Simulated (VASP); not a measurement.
# Zn4Te3O (P3m1) in VASP: relaxation of cell and atoms with PBE

Aim: the relaxation of cell and atoms of Zn4Te3O with PBE.

Everything below comes from runs of VASP 6.6.1. Logs are shortened: lines on timing, memory, paths and dates and some standing lists are left out, and cuts for length are marked.

### 1 The structure

Symmetry: P3m1, No. 156, trigonal system. Conventional cell: a = 4.180 Å, b = 4.180 Å, c = 13.348 Å, α = 90.00°, β = 90.00°, γ = 120.00°. Around Zn (site symmetry 3m) lie 1 O at 1.93 Å. Zn (site symmetry 3m) is surrounded by 3 O at 2.44 Å and 1 Te at 2.65 Å. Around Zn (site symmetry 3m) lie 4 Te at 2.62 to 2.65 Å. Zn (site symmetry 3m) has 4 Te at 2.62 to 2.65 Å as nearest neighbours. Around Te (site symmetry 3m) lie 4 Zn at 2.65 Å. Te (site symmetry 3m) is surrounded by 4 Zn at 2.62 to 2.65 Å. Around Te (site symmetry 3m) lie 4 Zn at 2.62 to 2.65 Å. O (site symmetry 3m) has 1 Zn at 1.93 Å as nearest neighbours.

The cell was built by a generator and needn't be a form met in nature.

### 2 Relaxation of cell and atoms, PBE

INCAR reads:

```
PREC = Accurate
ENCUT = 520
EDIFF = 1E-6
ISMEAR = 0
SIGMA = 0.1
LREAL = F
LASPH = T
NELM = 120
ALGO = Normal
ISIF = 3
LWAVE = F
LCHARG = F
GGA = PE
IBRION = 2
NSW = 90
EDIFFG = -0.01
KPAR = 4
```

KPOINTS reads:

```
Automatic mesh
0
Gamma
  8 8 4
```

POSCAR reads:

```
Zn4Te3O
1.0
    4.1800059800      0.0000000000      0.0000000000
   -2.0900029900      3.6199913700      0.0000000000
    0.0000000000      0.0000000000     13.3480000000
Zn Te O
4 3 1
Direct
    0.0000000000      0.0000000000      0.1466137200
    0.3333333300      0.6666666700      0.9771501300
    0.3333333300      0.6666666700      0.4271801000
    0.0000000000      0.0000000000      0.7026520800
    0.3333333300      0.6666666700      0.2288732400
    0.0000000000      0.0000000000      0.5037458800
    0.3333333300      0.6666666700      0.7786934400
    0.0000000000      0.0000000000      0.0021726100
```

Potentials or basis: VASP PAW PBE potentials, release 64 (Zn, Te, O).

Command:

```sh
$ cat potpaw_PBE.64/Zn/POTCAR potpaw_PBE.64/Te/POTCAR potpaw_PBE.64/O/POTCAR > POTCAR
$ mpirun -np 4 vasp_std > vasp.out
```

OUTCAR:

```text
PREC = Accurate
   ENCUT = 520
   EDIFF = 1E-6
   ISMEAR = 0
   LREAL = F
   LASPH = T
   NELM = 120
   ISIF = 3
   GGA = PE
   IBRION = 2
   NSW = 90
   EDIFFG = -0.01

 ion  position               nearest neighbor table
   1  0.000  0.000  0.147-   8 1.93   5 2.65   5 2.65   5 2.65
   2  0.333  0.667  0.977-   8 2.44   8 2.44   8 2.44   7 2.65   5 3.36
   3  0.333  0.667  0.427-   6 2.62   6 2.62   6 2.62   5 2.65
   4  0.000  0.000  0.703-   7 2.62   7 2.62   7 2.62   6 2.65
   5  0.333  0.667  0.229-   3 2.65   1 2.65   1 2.65   1 2.65   2 3.36
   6  0.000  0.000  0.504-   3 2.62   3 2.62   3 2.62   4 2.65
   7  0.333  0.667  0.779-   4 2.62   4 2.62   4 2.62   2 2.65
   8  0.000  0.000  0.002-   1 1.93   2 2.44   2 2.44   2 2.44

  LATTYP: Found a hexagonal cell.
 ALAT       =     4.1800059800
 C/A-ratio  =     3.1932968670

  Lattice vectors:

 A1 = (   4.1800059800,   0.0000000000,   0.0000000000)
 A2 = (  -2.0900029900,   3.6199913700,   0.0000000000)
 A3 = (   0.0000000000,   0.0000000000,  13.3480000000)

Analysis of symmetry for initial positions (statically):
=====================================================================
 Subroutine PRICEL returns:
 Original cell was already a primitive cell.

 Routine SETGRP: Setting up the symmetry group for a
 hexagonal supercell.

 Subroutine GETGRP returns: Found  6 space group operations
 (whereof  6 operations were pure point group operations)
 out of a pool of 24 trial point group operations.

The static configuration has the point symmetry C_3v.

Analysis of symmetry for dynamics (positions and initial velocities):
=====================================================================
 Subroutine PRICEL returns:
 Original cell was already a primitive cell.

 Routine SETGRP: Setting up the symmetry group for a
 hexagonal supercell.

 Subroutine GETGRP returns: Found  6 space group operations
 (whereof  6 operations were pure point group operations)
 out of a pool of 24 trial point group operations.

The dynamic configuration has the point symmetry C_3v.

 Subroutine INISYM returns: Found  6 space group operations
 (whereof  6 operations are pure point group operations),
 and found     1 'primitive' translations

----------------------------------------------------------------------------------------

                                     Primitive cell

  volume of cell :     201.9764

  direct lattice vectors                    reciprocal lattice vectors
     4.180005980  0.000000000  0.000000000     0.239234108  0.138121876  0.000000000
    -2.090002990  3.619991370  0.000000000     0.000000000  0.276243752  0.000000000
     0.000000000  0.000000000 13.348000000     0.000000000  0.000000000  0.074917591

  length of vectors
     4.180005980  4.180005983 13.348000000     0.276243753  0.276243752  0.074917591

  position of ions in fractional coordinates (direct lattice)
     0.000000000  0.000000000  0.146613720
     0.333333330  0.666666670  0.977150130
     0.333333330  0.666666670  0.427180100
     0.000000000  0.000000000  0.702652080
     0.333333330  0.666666670  0.228873240
     0.000000000  0.000000000  0.503745880
     0.333333330  0.666666670  0.778693440
     0.000000000  0.000000000  0.002172610

  ion indices of the primitive-cell ions
   primitive index   ion index
                 1           1
                 2           2
                 3           3
                 4           4
                 5           5
                 6           6
                 7           7
                 8           8

----------------------------------------------------------------------------------------

 KPOINTS: Automatic mesh

Automatic generation of k-mesh.
 Grid dimensions read from file:
 generate k-points for:    8    8    4

 Generating k-lattice:

  Cartesian coordinates                     Fractional coordinates (reciprocal lattice)
     0.029904263  0.017265235  0.000000000     0.125000000 -0.000000000  0.000000000
     0.000000000  0.034530469  0.000000000     0.000000000  0.125000000  0.000000000
     0.000000000  0.000000000  0.018729398     0.000000000  0.000000000  0.250000000

  Length of vectors
     0.034530469  0.034530469  0.018729398

  Shift w.r.t. Gamma in fractional coordinates (k-lattice)
     0.000000000  0.000000000  0.000000000

 Subroutine IBZKPT returns following result:
 ===========================================

 Found     35 irreducible k-points:

 Following reciprocal coordinates:
            Coordinates               Weight
  0.000000  0.000000  0.000000      1.000000
  0.125000 -0.000000  0.000000      6.000000
  0.250000 -0.000000  0.000000      6.000000
  0.375000 -0.000000  0.000000      6.000000
  0.500000 -0.000000  0.000000      3.000000
  0.125000  0.125000  0.000000      6.000000
[... 16 lines left out ...]
 -0.125000  0.500000  0.250000     12.000000
  0.250000  0.250000  0.250000     12.000000
 [... further k-points ...]
   k-points           NKPTS =     35   k-points in BZ     NKDIM =     35   number of bands    NBANDS=     43
   number of dos      NEDOS =    301   number of ions     NIONS =      8
   total plane-waves  NPLWV = 102400
   dimension x,y,z NGX =    32 NGY =   32 NGZ =  100
   dimension x,y,z NGXF=    64 NGYF=   64 NGZF=  200
   ions per type =               4   3   1
   NGX,Y,Z   is equivalent  to a cutoff of  12.73, 12.73, 12.45 a.u.
   NGXF,Y,Z  is equivalent  to a cutoff of  25.45, 25.45, 24.91 a.u.
 SYSTEM =  unknown system
   PREC   = accura    normal or accurate (medium, high low for compatibility)
   ISTART =      0    job   : 0-new  1-cont  2-samecut
   ICHARG =      2    charge: 1-file 2-atom 10-const
   ISPIN  =      1    spin polarized calculation?
   LNONCOLLINEAR =      F non collinear calculations
   LSORBIT =      F    spin-orbit coupling
   LASPH  =      T    aspherical Exc in radial PAW
   ENCUT  =  520.0 eV  38.22 Ry    6.18 a.u.   7.77  7.77 24.82*2*pi/ulx,y,z
   NELM   =    120;   NELMIN=  2; NELMDL= -5     # of ELM steps
   EDIFF  = 0.1E-05   stopping-criterion for ELM
   LREAL  =      F    real-space projection
   EDIFFG = -.1E-01   stopping-criterion for IOM
   NSW    =     90    number of steps for IOM
   IBRION =      2    ionic relax: 0-MD 1-quasi-New 2-CG
   NFREE  =      1    steps in history (QN), initial steepest desc. (CG)
   ISIF   =      3    stress and relaxation
   ISYM   =      2    0-nonsym 1-usesym 2-fastsym
   POTIM  = 0.5000    time-step for ionic-motion
   TEBEG  =    0.0;   TEEND  =   0.0 temperature during run
   PSTRESS=    0.0 pullay stress
   NELECT =      72.0000    total number of electrons
   NUPDOWN=      -1.0000    fix difference up-down
   EMIN   =  10.00;   EMAX   =-10.00  energy-range for DOS
   EFERMI =   0.00;   METHOD = LEGACY
   ISMEAR =     0;   SIGMA  =   0.10  broadening in eV -4-tet -1-fermi 0-gaus
   EFERMI_NEDOS =   21; number of points for ismear=-14 and -15
   IALGO  =     38    algorithm
   IMIX   =      4    mixing-type and parameters
     AMIX     =   0.40;   BMIX     =  1.00
     AMIX_MAG =   1.60;   BMIX_MAG =  1.00
  volume/ion in A,a.u.               =      25.25       170.38
  Fermi-wavevector in a.u.,A,eV,Ry     =   1.160786  2.193567 18.332815  1.347424
  Thomas-Fermi vector in A             =   2.297365
   LORBIT       =      0    0 simple, 1 ext, 2 COOP (PROOUT), +10 PAW based schemes
   GGA     = PE    functional components
   LHFCALC =     F    Hartree Fock is set to
   AEXX    =    0.0000 exact exchange contribution
   IVDW    =     0    specifies the selected vdW correction
   LEPSILON=     F    determine dielectric tensor
   LRPA    =     F    only Hartree local field effects (RPA)
 conjugate gradient relaxation of ions
 non-spin polarized calculation
 Gauss-broadening in eV      SIGMA  =   0.10
  energy-cutoff  :      520.00
  volume of cell :      201.98
 maximum number of plane-waves:      5474
 NGX is ok and might be reduce to    32
   NGX = 15   NGY = 15   NGZ = 49

--------------------------------------- Ionic step        1  -------------------------------------------

 number of electron      71.9999955 magnetization

 Free energy of the ion-electron system (eV)
  ---------------------------------------------------
  ext. energy  EPLUGINS =         0.00000000
  ---------------------------------------------------
  free energy    TOTEN  =       -22.63371476 eV

  energy without entropy =      -22.63157586  energy(sigma->0) =      -22.63264531

------------------------ aborting loop because EDIFF is reached ----------------------------------------

  FORCE on cell =-STRESS in cart. coord.  units (eV):
  Direction    XX          YY          ZZ          XY          YZ          ZX
  --------------------------------------------------------------------------------------
  -------------------------------------------------------------------------------------
  Total       -0.2225509     -0.2225509     -0.3918006      0.0000000      0.0000000      0.0000000
  in kB       -1.7653846     -1.7653846     -3.1079572      0.0000000      0.0000000      0.0000000
  external PRESSURE =      -2.2129088 kB  Pullay stress =       0.0000000 kB
[... 107 lines left out ...]
  FREE ENERGIE OF THE ION-ELECTRON SYSTEM (eV)
  ---------------------------------------------------
  free  energy   TOTEN  =       -22.6383964840 eV

  energy  without entropy=      -22.6369020392  energy(sigma->0) =      -22.63764926

[... ionic steps 4 to 10 ...]

--------------------------------------- Ionic step       11  -------------------------------------------

 number of electron      71.9999979 magnetization

------------------------ aborting loop because EDIFF is reached ----------------------------------------

  FORCE on cell =-STRESS in cart. coord.  units (eV):
  Direction    XX          YY          ZZ          XY          YZ          ZX
  --------------------------------------------------------------------------------------
  -------------------------------------------------------------------------------------
  Total        0.0412979      0.0412979      0.0052597      0.0000000     -0.0000000      0.0000000
  in kB        0.3286788      0.3286788      0.0418609      0.0000000     -0.0000000      0.0000000
  external PRESSURE =       0.2330729 kB  Pullay stress =       0.0000000 kB
[... 69 lines left out ...]
  energy  without entropy=      -22.6410891202  energy(sigma->0) =      -22.64158215

--------------------------------------- Ionic step       13  -------------------------------------------

 number of electron      71.9999979 magnetization

 Free energy of the ion-electron system (eV)
  ---------------------------------------------------
  ext. energy  EPLUGINS =         0.00000000
  ---------------------------------------------------
  free energy    TOTEN  =       -22.64213214 eV

  energy without entropy =      -22.64116176  energy(sigma->0) =      -22.64164695

 E-fermi :   3.0057     XC(G=0):  -9.0442

 val. band max:        2.9344481004   @ k =   0.0000   0.0000   0.0000
 cond. band min:       3.1945675189   @ k =   0.1250  -0.0000   0.0000
 fundamental gap:      0.2601194185
 Fermi energy:         3.0057095667

 k-point     1 :       0.0000    0.0000    0.0000
  band No.  band energies     occupation
      1     -14.0751      2.00000
      2      -9.0443      2.00000
      3      -8.7019      2.00000
      4      -8.4492      2.00000
      5      -4.2369      2.00000
      6      -4.2369      2.00000
[... 1093 lines left out ...]
     42       7.5622      0.00000
     43       8.1951      0.00000

 [... further k-points ...]

------------------------ aborting loop because EDIFF is reached ----------------------------------------

  FORCE on cell =-STRESS in cart. coord.  units (eV):
  Direction    XX          YY          ZZ          XY          YZ          ZX
  --------------------------------------------------------------------------------------
  -------------------------------------------------------------------------------------
  Total        0.0125049      0.0125049      0.0084566      0.0000000      0.0000000      0.0000000
  in kB        0.0995152      0.0995152      0.0672988      0.0000000      0.0000000      0.0000000
  external PRESSURE =       0.0887764 kB  Pullay stress =       0.0000000 kB
[... 23 lines left out ...]
  FREE ENERGIE OF THE ION-ELECTRON SYSTEM (eV)
  ---------------------------------------------------
  free  energy   TOTEN  =       -22.6421321447 eV

  energy  without entropy=      -22.6411617617  energy(sigma->0) =      -22.64164695

 reached required accuracy - stopping structural energy minimisation
```

Wall time 15 min (4 MPI ranks of AMD EPYC 7R43 (Zen 3), shared host); peak memory 0.49 GiB.

What came out:

* Free energy: -22.6421 eV
* Relaxed volume: 25.17 Å³/atom
* Relaxed cell: a = 4.193 Å, b = 4.193 Å, c = 13.224 Å, α = 90.00°, β = 90.00°, γ = 120.00°
* Space group after relaxing (to 0.05 Å): P3m1 (No. 156)
* Energy gained by relaxing: 1.1 meV/atom
* Ionic steps: 13
* Pressure after relaxing: 0.0 GPa
* Largest force after relaxing: 0.009 eV/Å
* Band gap on the k mesh: none (metal or under the smearing width)

Forces on the atoms (eV/Å):
```
Zn   0.000  0.000 -0.006
Zn   0.000  0.000 -0.004
Zn   0.000  0.000 -0.001
Zn   0.000  0.000  0.009
Te   0.000  0.000 -0.009
Te   0.000  0.000  0.005
Te   0.000  0.000  0.002
O    0.000  0.000  0.003
```

Step by step:
```csv
step,energy change (eV),largest force (eV/Å),pressure (GPa),volume (Å³)
1,0.0000,0.1908,-0.22,201.98
2,-0.0041,0.0997,0.04,200.96
3,-0.0047,0.0431,0.22,200.26
4,-0.0068,0.0450,0.12,200.80
5,-0.0076,0.0888,0.01,201.36
6,-0.0080,0.0573,0.02,201.46
7,-0.0080,0.0426,0.01,201.44
8,-0.0082,0.0207,-0.03,201.53
9,-0.0082,0.0246,-0.05,201.59
10,-0.0083,0.0201,0.03,201.34
11,-0.0084,0.0198,0.02,201.31
12,-0.0084,0.0187,0.03,201.25
13,-0.0084,0.0094,0.01,201.33
```

Final structure:
```
Zn Te O
1.0
     4.19282    0.00000    0.00000
    -2.09641    3.63109    0.00000
     0.00000    0.00000   13.22384
Zn Te O
4 3 1
Direct
  0.00000 0.00000 0.14741
  0.33333 0.66667 0.97833
  0.33333 0.66667 0.42798
  0.00000 0.00000 0.70473
  0.33333 0.66667 0.22636
  0.00000 0.00000 0.50267
  0.33333 0.66667 0.77830
  0.00000 0.00000 0.00130
```

Spin-orbit coupling is left out, which matters for the levels of Te.
